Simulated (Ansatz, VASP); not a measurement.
# B2Ru in two plane-wave programs

Wanted: the spread between two codes on one cell, functional and k mesh. The cell is taken from a series of runs on this material, whose earlier steps may have relaxed, scaled, displaced or heated it; both programs get it as it stands.

Main program and level: Ansatz 0.2.0; plane waves, with VASP 6.6.1 beside it; relaxation of cell and atoms at PBEsol.

### Step 1. Set-up

The structure is orthorhombic, space group Pmmn (No. 59). The conventional cell has a = 2.855 Å, b = 4.619 Å, c = 4.022 Å, α = 90.00°, β = 90.00°, γ = 90.00°. Nearest to B lie 3 B at 1.82 to 1.87 Å and 4 Ru at 2.16 to 2.26 Å. Nearest to Ru lie 8 B at 2.16 to 2.26 Å. Farther neighbours are not listed.

Coordinates:

```xyz
6
Lattice="2.8553 0.0000 0.0000 0.0000 4.6185 0.0000 0.0000 0.0000 4.0222" Properties=species:S:1:pos:R:3 pbc="T T T"
B     0.0000    3.7094    1.4591
B     0.0000    0.9092    1.4591
B     1.4276    1.4001    2.5631
B     1.4276    3.2184    2.5631
Ru    0.0000    0.0000    3.4152
Ru    1.4276    2.3093    0.6070
```

### Step 2. VASP: relaxation of cell and atoms, PBEsol

The relaxed volume is the usual yardstick between codes: in a stiff, nearly cubic crystal its relative difference is about their pressure difference at one cell divided by the bulk modulus.

Lines of VASP's logs that name or quote its potential files are left out, and so is its time.

INCAR reads:

```
SYSTEM = B2Ru
PREC = Accurate
ENCUT = 500
EDIFF = 1E-07
NELM = 120
ISMEAR = 1
SIGMA = 0.2
LREAL = .FALSE.
ALGO = Normal
GGA = PS
NBANDS = 26
LASPH = .TRUE.
LORBIT = 11
LWAVE = .FALSE.
LCHARG = .FALSE.
ISIF = 3
IBRION = 2
NSW = 80
EDIFFG = -0.005
GGA_COMPAT = .FALSE.
NELMIN = 4
KPAR = 2
```

POSCAR reads:

```
B2Ru
1.0
    2.8552650000      0.0000000000      0.0000000000
    0.0000000000      4.6185310000      0.0000000000
    0.0000000000      0.0000000000      4.0222390000
B Ru
4 2
Direct
    0.0000000000      0.8031480139      0.3627651166
    0.0000000000      0.1968519861      0.3627651166
    0.5000001751      0.3031479057      0.6372348834
    0.5000001751      0.6968518778      0.6372348834
    0.0000000000      0.0000000000      0.8490862925
    0.5000001751      0.4999998917      0.1509137075
```

KPOINTS reads:

```
Automatic mesh
0
Gamma
10 6 8
0 0 0
```

The projector-augmented-wave data sets are B and Ru_pv (PBE family, release 64).

Launch:

```
> mpirun -np 2 vasp_std
```

Numbers of over 12 decimals in the logs are rounded to 6 here.

Log:

```text
[banner, memory and clock lines left out]
running    2 mpi-ranks, on    1 nodes
 distrk:  each k-point on    1 cores,    2 groups
 distr:  one band on    1 cores,    1 groups

 POSCAR found type information on POSCAR B Ru
 POSCAR found :  2 types and       6 ions
|                                                                             |
|               ----> ADVICE to this user running VASP <----                  |
|                                                                             |
|     You enforced a specific xc type in the INCAR file but a different       |
|     [... a line on the potential file left out ...]
|     I HOPE YOU KNOW WHAT YOU ARE DOING!                                     |
|                                                                             |

 LDA part: xc-table for (Slater+PW92), standard interpolation
 POSCAR, INCAR and KPOINTS ok, starting setup
 FFT: planning ... GRIDC
 FFT: planning ... GRID_SOFT
 FFT: planning ... GRID
 WAVECAR not read
 entering main loop
       N       E                     dE             d eps       ncg     rms          rms(c)
DAV:   1     0.335575111775E+03    0.33558E+03   -0.21885E+04  6240   0.153E+03
DAV:   2    -0.411703702439E+02   -0.37675E+03   -0.36909E+03  6540   0.441E+02
DAV:   3    -0.565719744170E+02   -0.15402E+02   -0.15168E+02  7718   0.829E+01
DAV:   4    -0.567798974249E+02   -0.20792E+00   -0.20734E+00  7330   0.910E+00
DAV:   5    -0.567828794805E+02   -0.29821E-02   -0.29813E-02  7812   0.111E+00    0.386E+01
DAV:   6    -0.521415626077E+02    0.46413E+01   -0.50450E+01  6848   0.541E+01    0.914E+00
DAV:   7    -0.505230256721E+02    0.16185E+01   -0.13684E+01  6710   0.287E+01    0.730E+00
DAV:   8    -0.504198013269E+02    0.10322E+00   -0.44588E-01  7020   0.499E+00    0.190E+00
DAV:   9    -0.504145103185E+02    0.52910E-02   -0.31199E-02  7274   0.111E+00    0.232E-01
DAV:  10    -0.504139367498E+02    0.57357E-03   -0.38461E-03  7164   0.483E-01    0.843E-02
DAV:  11    -0.504139194708E+02    0.17279E-04   -0.27025E-04  6960   0.128E-01    0.201E-02
DAV:  12    -0.504139197428E+02   -0.27202E-06   -0.12926E-05  7712   0.263E-02    0.121E-02
DAV:  13    -0.504139184345E+02    0.13083E-05   -0.42019E-06  7162   0.160E-02    0.113E-03
DAV:  14    -0.504139184645E+02   -0.30040E-07   -0.22984E-07  5110   0.354E-03
   1 F= -.50413918E+02 E0= -.50414292E+02  d E =-.504139E+02
[...]
2 F= -.50414277E+02 E0= -.50414714E+02  d E =-.358880E-03
[...]
3 F= -.50414277E+02 E0= -.50414715E+02  d E =-.358993E-03
[...]
4 F= -.50414466E+02 E0= -.50414957E+02  d E =-.188609E-03
[...]
5 F= -.50414467E+02 E0= -.50414954E+02  d E =-.189987E-03
 curvature:  -0.61 expect dE=-0.443E-04 dE for cont linesearch -0.190E-08
 trial: gam= 0.14270 g(F)=  0.287E-04 g(S)=  0.439E-04 ort =-0.169E-05 (trialstep = 0.754E+00)
 search vector abs. value=  0.910E-04
 bond charge predicted
       N       E                     dE             d eps       ncg     rms          rms(c)
DAV:   1    -0.504146074474E+02   -0.13997E-03   -0.59968E-03  6292   0.683E-01    0.665E-02
DAV:   2    -0.504145167115E+02    0.90736E-04   -0.25669E-04  6794   0.143E-01    0.296E-02
DAV:   3    -0.504144909648E+02    0.25747E-04   -0.75491E-05  7338   0.510E-02    0.747E-03
DAV:   4    -0.504144906747E+02    0.29009E-06   -0.88290E-06  7946   0.211E-02    0.982E-03
DAV:   5    -0.504144907718E+02   -0.97136E-07   -0.50072E-07  6532   0.616E-03
   6 F= -.50414491E+02 E0= -.50414977E+02  d E =-.233281E-04
 trial-energy change:   -0.000023  1 .order   -0.000025   -0.000055    0.000005
 step:   0.6811(harm=  0.6908)  dis= 0.00033  next Energy=   -50.414491 (dE=-0.236E-04)
 reached required accuracy - stopping structural energy minimisation
```

OUTCAR, selected parts (step 2):

```text
ion  position               nearest neighbor table
   1  0.000  0.803  0.363-   2 1.82   4 1.87   4 1.87   5 2.16   6 2.17   6 2.17   5 2.26
   2  0.000  0.197  0.363-   1 1.82   3 1.87   3 1.87   5 2.16   6 2.17   6 2.17   5 2.26
   3  0.500  0.303  0.637-   4 1.82   2 1.87   2 1.87   6 2.16   5 2.17   5 2.17   6 2.26
   4  0.500  0.697  0.637-   3 1.82   1 1.87   1 1.87   6 2.16   5 2.17   5 2.17   6 2.26
   5  0.000  0.000  0.849-   1 2.16   2 2.16   3 2.17   4 2.17   3 2.17   4 2.17   1 2.26   2 2.26
                             6 2.97   6 2.97   6 2.97   6 2.97
   6  0.500  0.500  0.151-   3 2.16   4 2.16   2 2.17   1 2.17   2 2.17   1 2.17   3 2.26   4 2.26
                             5 2.97   5 2.97   5 2.97   5 2.97

  LATTYP: Found a simple orthorhombic cell.
 ALAT       =     2.8552650000
 B/A-ratio  =     1.4087095243
 C/A-ratio  =     1.6175489841

 Subroutine GETGRP returns: Found  8 space group operations
 (whereof  4 operations were pure point group operations)

The static configuration has the point symmetry C_2v.
 The point group associated with its full space group is D_2h.

 Found    120 irreducible k-points:

   k-points           NKPTS =    120   k-points in BZ     NKDIM =    120   number of bands    NBANDS=     26

   dimension x,y,z NGX =    24 NGY =   36 NGZ =   30
   dimension x,y,z NGXF=    48 NGYF=   72 NGZF=   60

   ENCUT  =  500.0 eV  36.75 Ry    6.06 a.u.   5.21  8.42  7.33*2*pi/ulx,y,z

   NELECT =      40.0000    total number of electrons

 k-points in reciprocal lattice and weights: Automatic mesh
   0.00000000  0.00000000  0.00000000       0.002
   0.10000000  0.00000000  0.00000000       0.004
   0.20000000  0.00000000  0.00000000       0.004
   0.30000000  0.00000000  0.00000000       0.004
   0.40000000  0.00000000  0.00000000       0.004
   0.50000000  0.00000000  0.00000000       0.002
   0.00000000  0.16666667  0.00000000       0.004
   0.10000000  0.16666667  0.00000000       0.008
   0.20000000  0.16666667  0.00000000       0.008
[...]
0.40000000  0.50000000  0.50000000       0.004
   0.50000000  0.50000000  0.50000000       0.002

 average (electrostatic) potential at core
       1 -22.5088       2 -22.5088       3 -22.5088       4 -22.5088       5 -69.7000
       6 -69.7000

 E-fermi :  10.7306

 k-point     1 :       0.0000    0.0000    0.0000
  band No.  band energies     occupation
    ...
     17       7.6334      2.00000
     18       8.5172      2.00000
     19       8.8934      2.00000
     20       9.5139      2.00000
     21      10.7270      1.03110
     22      12.5486     -0.00000
     23      14.7809      0.00000
     24      14.9414      0.00000
     25      15.0940      0.00000
     26      15.6693      0.00000

 k-point     2 :       0.1000    0.0000    0.0000
  band No.  band energies     occupation
    ...
     16       7.0640      2.00000
     17       7.4233      2.00000
     18       8.4517      2.00000
     19       8.8847      2.00000
     20       9.8088      2.00000
     21      10.8393      0.21411
     22      12.5134     -0.00000
     23      14.5191     -0.00000
     24      14.7492      0.00000
     25      15.3132      0.00000
    ...

 k-point     3 :       0.2000    0.0000    0.0000
  band No.  band energies     occupation
    ...
     16       6.3951      2.00000
     17       7.1497      2.00000
     18       8.1982      2.00000
     19       9.0605      2.00000
     20      10.4558      2.06533
     21      11.1582     -0.00998
     22      12.3691     -0.00000
     23      13.8713     -0.00000
     24      14.5541     -0.00000
     25      15.6739      0.00000
    ...

  Total        0.0060358      0.0091172     -0.0054453      0.0000000      0.0000000      0.0000000
  in kB        0.1821861      0.2751969     -0.1643633      0.0000000      0.0000000      0.0000000
  external PRESSURE =       0.0976733 kB  Pullay stress =       0.0000000 kB

  energy-cutoff  :      500.00
  volume of cell :       53.08
      direct lattice vectors                 reciprocal lattice vectors
     2.851180487  0.000000000  0.000000000     0.350731918  0.000000000  0.000000000
     0.000000000  4.625681400  0.000000000     0.000000000  0.216184366  0.000000000
     0.000000000  0.000000000  4.024642101     0.000000000  0.000000000  0.248469299

 POSITION                                       TOTAL-FORCE (eV/Angst)
 -----------------------------------------------------------------------------------
      2.85118      3.71907      1.45842         0.000000     -0.000804      0.000067
      2.85118      0.90661      1.45842         0.000000      0.000804      0.000067
      1.42559      1.40623      2.56623         0.000000     -0.000804     -0.000067
      1.42559      3.21945      2.56623         0.000000      0.000804     -0.000067
      0.00000      4.62568      3.41535         0.000000      0.000000     -0.002163
      1.42559      2.31284      0.60929         0.000000      0.000000      0.002163
 -----------------------------------------------------------------------------------
    total drift:                               -0.000547      0.000535     -0.000168

  FREE ENERGIE OF THE ION-ELECTRON SYSTEM (eV)
  ---------------------------------------------------
  free  energy   TOTEN  =       -50.4144907718 eV

  energy  without entropy=      -50.4159480978  energy(sigma->0) =      -50.41497655

 reached required accuracy - stopping structural energy minimisation

 total charge
# of ion       s       p       d       tot
------------------------------------------
    1        0.684   1.210   0.000   1.894
    2        0.684   1.210   0.000   1.894
    3        0.684   1.210   0.000   1.894
    4        0.684   1.210   0.000   1.894
    5        0.381   6.414   6.141  12.936
    6        0.381   6.414   6.141  12.936
--------------------------------------------------
tot          3.501  17.667  12.282  33.449

[... 3 further parts left out ...]
```

The run keeps the 8 symmetry operations of its start, so it cannot find a distortion of lower symmetry.

(Part 1 of 2 ends here.)

[Lines on the potential files, build, host, timing and source positions are cut from VASP's logs without a mark.]

[Logs are printed without paths, hosts, clocks, repeated set-up lines and the standing remarks that a program may print on its own settings, such as how far it seeks lower states.]

[Hosts, paths, dates, database ids (printed as entryN), source tags and the programs' standing remarks are cut or masked in the printed files.]
